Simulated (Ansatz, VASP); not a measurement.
# AlN in two plane-wave programs, part 2 of 2

One calculation is typed for both programs; each brings its own data sets. How far apart do they land? The cell is taken from a series of runs on this material, whose earlier steps may have relaxed, scaled, displaced or heated it; both programs get it as it stands. Other levels of theory on this material are compared in a session of their own.

VASP 6.6.1 and Ansatz 0.2.0.

So far: Set-up; VASP: relaxation of cell and atoms, PBE.

## 3. Ansatz: relaxation of cell and atoms, PBE

Level of this step: Ansatz beside VASP: Kohn-Sham DFT, plane waves, PBE (Ansatz).

Ansatz runs on its PAW soft_1 files.

The same cell, functional and mesh now go to Ansatz, which takes its cutoff from its data sets.

Input file input.yaml:

```yaml
crystal:
  lattice:
    - [3.129771474, 0.0, 0.0]
    - [-1.564885737, 2.7104616045, 0.0]
    - [0.0, 0.0, 5.0173186261]
  atoms:
    - { symbol: "N", position: [0.3333333333, 0.6666666667, 0.3807710102] }
    - { symbol: "N", position: [0.6666666667, 0.3333333333, 0.8807710102] }
    - { symbol: Al, position: [0.3333333333, 0.6666666667, -0.0007710102] }
    - { symbol: Al, position: [0.6666666667, 0.3333333333, 0.4992289898] }
kpoints:
  mp_grid: { grid: [9, 9, 6] }
hamiltonian:
  xc: pbe
  pseudopotentials: { kind: paw, azcp: { folder: soft_1 } }
scf:
  occupations: { method: fixed }
output:
  forces: true
  stress: true
  eigenvalues: true
relax:
  adjacent_minimum: "off"
  f_tol: 0.001
  max_steps: 60
  cell: { stress_tol: 0.01 }
```

The run is started by

```sh
$ ansatz run input.yaml --threads 4 --pin off --max-ram 16384MiB --backend cpu --events-out ev --progress --plain --runs-dir out
```

Numbers of over 12 decimals in the logs are rounded to 6 here.

Log:

```text
Engine: ansatz 0.2.0, aarch64-unknown-linux-gnu
Pseudopotentials: kind: paw
Pseudopotential: N, paw, valence charge 5, recommended cutoff 420 eV (normal), soft_1/N.paw.azcp
Pseudopotential: Al, paw, valence charge 3, recommended cutoff 420 eV (normal), soft_1/Al.paw.azcp
Functional definition: PBE
  parameter kappa = 0.804
  parameter beta = 0.066725
  exchange = pbe_x(kappa = kappa, mu = beta*pi^2/3)
  correlation = pbe_c(beta = beta)
Crystal: 4 atoms, lattice volume = 42.563 Å³
Basis set: ecut = 420 eV, 833 PW (Γ), exchange–correlation on 48×48×72 points (8 copies of the dense FFT grid, shifted against one another)
Bands: 12, of which v1, the nominal top of the filled ones, is band 8 counted from 1 (7 counted from 0)
Symmetry: 12 space group operations
Space group: P63mc (ITA 186), of the structure as read, at distance tolerance 3.5e-5 Å
k-points: 48 of 486 (time reversal used)
Non-local potential: N, projectors of the file, l = 0: 2, l = 1: 2, l = 2: 1
Non-local potential: Al, projectors of the file, l = 0: 2, l = 1: 2, l = 2: 1
PAW form: soft (Blöchl's): semilocal exchange-correlation on the pseudo side does not see the compensation charge
PAW one-centre angular grid: N, 110 points (default); XC on 64 Gauss nodes
PAW one-centre angular grid: Al, 110 points (default); XC on 64 Gauss nodes
Initial density: superposition of atomic densities (chi_scale 0.1, normalization cell, long waves kept (reshape's long-wave potential 0.00 eV rms))
Initial wavefunctions: pseudopotential atomic-orbital guess
Functional: x = pbe(κ = 0.804, μ = 0.219515), c = pbe(β = 0.066725)
SCF iter   1: F=—  HF=-1851.336869 eV  |F-HF|=—  |Δ(HF+E_count)|=         —  Δρ=1.36e-1  dr2=9.67e0  ethr=3.10e-3  ⟨swp⟩=4.8  Hψ=3066  notcnv=0  defer=20
preconditioner: auto → none  [insulator: Δε(μ)=5.275 eV  Ē_g=14.096 eV  n_scr=2 (ndim 8)  ℏωp=22.8 eV  f_vac=0.000  ε∞_Penn≈3.6]
SCF iter   2: F=—  HF=-1848.952113 eV  |F-HF|=—  |Δ(HF+E_count)|=    2.38e0  Δρ=7.68e-2  dr2=1.51e0  ethr=3.10e-3  ⟨swp⟩=3.2  Hψ=1776  notcnv=0  defer=90
SCF iter   3: F=—  HF=-1848.531048 eV  |F-HF|=—  |Δ(HF+E_count)|=   4.21e-1  Δρ=2.31e-2  dr2=1.16e-1  ethr=3.10e-3  ⟨swp⟩=2.2  Hψ=1366  notcnv=0  defer=83
SCF iter   4: F=—  HF=-1848.519422 eV  |F-HF|=—  |Δ(HF+E_count)|=   1.16e-2  Δρ=1.39e-3  dr2=4.09e-4  ethr=7.28e-4  ⟨swp⟩=2.0  Hψ=704  notcnv=0  defer=96
SCF iter   5: F=—  HF=-1848.519277 eV  |F-HF|=—  |Δ(HF+E_count)|=   1.45e-4  Δρ=3.78e-4  dr2=1.51e-5  ethr=2.56e-6  ⟨swp⟩=2.1  Hψ=923  notcnv=0  defer=96
SCF iter   6: F=—  HF=-1848.519259 eV  |F-HF|=—  |Δ(HF+E_count)|=   1.78e-5  Δρ=2.74e-5  dr2=2.03e-7  ethr=9.46e-8  ⟨swp⟩=2.0  Hψ=955  notcnv=0  defer=1
SCF iter   7: F=-1848.519259 eV  HF=-1848.519259 eV  |F-HF|=9.49e-10  |Δ(HF+E_count)|=   8.33e-8  Δρ=3.48e-6  dr2=3.04e-9  ethr=6.25e-10  ⟨swp⟩=6.1  Hψ=3281  notcnv=0
SCF 1 converged in 7 iterations: F = -1848.519259 eV  dr2 = 3.04e-9
  greatest PAW one-centre occupation: 0.788 electrons in one spin orbital (limit 2), on the N atom at site 1 (counted from 0), in its partial waves of l = 0
relax step   1: F+E_penalty+E_count = -1848.51925939 eV  Δ(F+E_penalty+E_count) = +0.000e0 eV  max|allowed force component| = 6.894e-6 eV/Å  Δτ_max = 0.0000 Å  P = +0.002 GPa  Ω = 42.563 Å³  (7 SCF iters, dr2 threshold 1.00e-7 eV, accepted)
Initial density: handed on by an earlier stage of this run
Initial wavefunctions: pseudopotential atomic-orbital guess (no wavefunctions were taken with the density)
iter 1 solved again at ethr=1.30e-8 eV; its pass at ethr=3.10e-3 eV (dr2=2.07e-6 eV) is discarded
SCF iter   1: F=—  HF=-1848.519283 eV  |F-HF|=—  |Δ(HF+E_count)|=         —  Δρ=7.34e-6  dr2=1.53e-8  ethr=1.30e-8  ⟨swp⟩=2.9  Hψ=4802  notcnv=0  defer=96
preconditioner: auto → none  [insulator: Δε(μ)=4.038 eV  Ē_g=12.987 eV  n_scr=2 (ndim 8)  ℏωp=22.8 eV  f_vac=0.000  ε∞_Penn≈4.1]
SCF iter   2: F=—  HF=-1848.519259 eV  |F-HF|=—  |Δ(HF+E_count)|=   2.31e-5  Δρ=4.10e-6  dr2=3.57e-9  ethr=9.58e-11  ⟨swp⟩=3.0  Hψ=1101  notcnv=0  defer=96
SCF iter   3: F=—  HF=-1848.519259 eV  |F-HF|=—  |Δ(HF+E_count)|=  3.81e-10  Δρ=2.53e-6  dr2=1.05e-9  ethr=2.23e-11  ⟨swp⟩=2.0  Hψ=857  notcnv=0  defer=96
SCF iter   4: F=—  HF=-1848.519259 eV  |F-HF|=—  |Δ(HF+E_count)|=  8.31e-10  Δρ=1.09e-6  dr2=3.24e-10  ethr=6.54e-12  ⟨swp⟩=2.1  Hψ=962  notcnv=0  defer=96
SCF iter   5: F=—  HF=-1848.519259 eV  |F-HF|=—  |Δ(HF+E_count)|=  3.18e-11  Δρ=2.79e-7  dr2=1.84e-11  ethr=2.03e-12  ⟨swp⟩=2.0  Hψ=895  notcnv=0  defer=96
SCF iter   6: F=—  HF=-1848.519259 eV  |F-HF|=—  |Δ(HF+E_count)|=  9.09e-13  Δρ=9.52e-8  dr2=2.06e-12  ethr=1.00e-12  ⟨swp⟩=1.0  Hψ=576  notcnv=0  defer=96
SCF iter   7: F=-1848.519259 eV  HF=-1848.519259 eV  |F-HF|=4.55e-13  |Δ(HF+E_count)|=    0.00e0  Δρ=3.94e-8  dr2=2.99e-13  ethr=1.00e-12  ⟨swp⟩=7.4  Hψ=3382  notcnv=0
SCF 2 converged in 7 iterations: F = -1848.519259 eV  dr2 = 2.99e-13
relax step   2: F+E_penalty+E_count = -1848.51925939 eV  Δ(F+E_penalty+E_count) = -8.727e-10 eV  max|allowed force component| = 4.223e-5 eV/Å  Δτ_max = 0.0000 Å  P = +0.001 GPa  Ω = 42.563 Å³  stress off target by 2.69e-3 GPa  SCF on the basis re-selected at this cell (its energy is not comparable with the rows above)  (7 SCF iters)
basis re-selected at this cell: Δ(F+E_penalty+E_count) = -8.727e-10 eV, ΔP = -0.000 GPa vs the last step (what re-selecting the basis moved, of the pressure what is left beyond the Pulay correction that the steps carried, after the strain that the cell walked since its last selection, with what the two solves' SCF thresholds leave and, on support functions, any second-order correction that the steps lacked; it is no  [...]
SCF converged after 7 iterations
Free energy (F): -1848.519259 eV
Harris-Foulkes:  -1848.519259 eV  (|F-HF|=4.55e-13)
Internal energy: -1848.519259 eV  (E = F + TS)
E sigma→0 (E₀):  -1848.519259 eV
Fermi energy:    6.940538 eV
--- Per-component energies (eV) ---
  E_band       = 27.818807
  E_kinetic    = 311.849862
  E_local      = -424.285297  (includes V_loc(G=0)·N_el)
  E_nonlocal   = 88.821677
  E_hartree    = 156.411232
  E_xc         = -197.684612
  E_vxc        = -213.437073  (∫ρ·V_xc dr)
  E_paw        = -1195.499739  (= ΣΔE_a)
  E_vpaw       = -47.954542  (= ΣTr[D̂ρ^β])
  E_aug_tail   = 0.001714  (compensation charges beyond the density's cutoff)
  E_ewald      = -588.134097
  E_smearing   = -0.000000  (= −TS)
  E_closure    = 0.000000  (closes the sum)
  Σ components = -1848.519259   (vs F -1848.519259, Δ=0.00e0)
--- Forces (eV/Å), atoms counted from 1 ---
  atom   1  N      0.00000000     0.00000000     0.00004184
  atom   2  N     -0.00000000    -0.00000000     0.00004184
  atom   3  Al    -0.00000000     0.00000000    -0.00004262
  atom   4  Al     0.00000000    -0.00000000    -0.00004262
  max |Σ_I F_I| component: 1.57e-6 eV/Å
--- Stress (GPa, compression-positive) ---
        0.000611       0.000000       0.000000
       -0.000000       0.000611       0.000000
        0.000000       0.000000       0.002689
  P = ⅓ Tr σ = 0.0013 GPa (0.013 kbar)
--- Band table (eV; the first three rows and the last of 48) ---
  k-point 0: bands = [... 4 lower, 6.0988, 6.7376, 6.7376, 6.9405, 10.9788, 13.4577, 17.4008, 17.9756]
  k-point 1: bands = [... 4 lower, 6.1392, 6.3373, 6.6926, 6.6926, 11.4803, 13.5226, 17.2273, 17.9458]
  k-point 2: bands = [... 4 lower, 6.2516, 6.2516, 6.5710, 6.5710, 12.4400, 13.5782, 16.9513, 17.9333]
  k-point 47: bands = [... 4 lower, 3.1625, 3.1625, 6.1551, 6.1551, 14.2950, 14.2950, 14.6557, 14.6557]
--- Relaxed structure (1 steps of the walk, 1 accepted, 1 SCFs on fresh bases) ---
  F+E_penalty+E_count = -1848.51925939 eV   max|allowed force component| = 4.223e-5 eV/Å   (the final SCF, on the basis selected at the relaxed cell)
  cell:  # Å, volume = 42.5625 Å³
    - [3.129771, 0.0, 0.0]
    - [-1.564886, 2.710462, 0.0]
    - [0.0, 0.0, 5.0173186261]
  atoms:
    - { symbol: N, position: [0.333333, 0.666667, 0.380771] }
    - { symbol: N, position: [0.666667, 0.333333, 0.880771] }
    - { symbol: Al, position: [0.333333, 0.666667, -0.00077101] }
    - { symbol: Al, position: [0.666667, 0.333333, 0.4992289898] }
```

Reading the cycles: dr2 is the Hartree energy of the density residual (eV), the measure of convergence; HF is the Harris–Foulkes estimate of the energy, which meets the free energy F at convergence.

## 4. Comparison

Known differences besides the potentials themselves: fixed occupations in Ansatz, narrow Gaussian smearing in VASP; the cutoff is 420 eV in Ansatz and 600 eV in VASP; Ansatz adds a Pulay correction to the stress that steers its cell, VASP none. Total energies have different zeros and are not compared.

Both answers:

```tsv
quantity	Ansatz	VASP	difference
volume (Å³)	42.56	42.49	+0.16 %
edge a after relaxation, in the typed setting (Å)	3.130	3.128	+0.06 %
edge c after relaxation, in the typed setting (Å)	5.017	5.015	+0.05 %
```

## 5. Results

```yaml
difference_in_volume_relaxation_of_cell_and_atoms_pbe: 0.16 %
```

In words: The difference in volume is 0.16 % (relaxation of cell and atoms, PBE), within the 1.2 % picked in this series as the mark of a large difference, as far as the stopping tolerances let one tell. 14 further runs of this series are not shown here. Such differences can come from data sets, numerical settings and the points named under the comparisons, not from the functional's error against experiment.

[Lines on the potential files, build, host, timing and source positions are cut from VASP's logs without a mark.]

[Logs are printed without paths, hosts, clocks, repeated set-up lines and the standing remarks that a program may print on its own settings, such as how far it seeks lower states.]

[Hosts, paths, dates, database ids (printed as entryN), source tags and the programs' standing remarks are cut or masked in the printed files.]
